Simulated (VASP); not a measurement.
Input:

```xyz
1
Lattice="-1.5852 1.5852 1.5852 1.5852 -1.5852 1.5852 1.5852 1.5852 -1.5852" Properties=species:S:1:pos:R:3 pbc="T T T"
W      0.0000     0.0000     0.0000
```

These are LDA (Ceperley-Alder, Perdew-Zunger), VASP's LDA PAW potentials (set 64) (plane waves; VASP) values and carry that method's errors. Settings: 400 eV cut-off, 15×15×15 Γ-centred mesh, first-order Methfessel-Paxton smearing of 0.10 eV, potentials W_sv.

Energy and stress use the plane-wave basis of the starting cell.

The ions, cell shape and volume are relaxed. What does this cell relax into?

```xyz
1
Lattice="-1.5712 1.5712 1.5712 1.5712 -1.5712 1.5712 1.5712 1.5712 -1.5712" Properties=species:S:1:pos:R:3 pbc="T T T"
W     -1.5712     1.5712     1.5712
```
Space group Im-3m (229), at a tolerance of 0.03 Å.

How do energy and volume change from the first to the last step?

The energy (σ→0) changes by -11.3 meV/atom and the volume by -2.6 %, in 4 ionic steps.

```json
[
 {"step": "1", "E(σ→0) (eV)": "-14.0906", "max force (eV/Å)": "0.000", "pressure (GPa)": "-8.48", "volume (Å³)": "15.93"},
 {"step": "2", "E(σ→0) (eV)": "-13.9372", "max force (eV/Å)": "0.000", "pressure (GPa)": "39.49", "volume (Å³)": "14.07"},
 {"step": "3", "E(σ→0) (eV)": "-14.1020", "max force (eV/Å)": "0.000", "pressure (GPa)": "-0.40", "volume (Å³)": "15.53"},
 {"step": "4", "E(σ→0) (eV)": "-14.1020", "max force (eV/Å)": "0.000", "pressure (GPa)": "-0.08", "volume (Å³)": "15.51"}
]
```

The structure comes from a computed database's W entry (Im-3m); how it stands against other phases isn't given here. This run relaxes it. Symmetry was kept, so distortions that lower it aren't found.
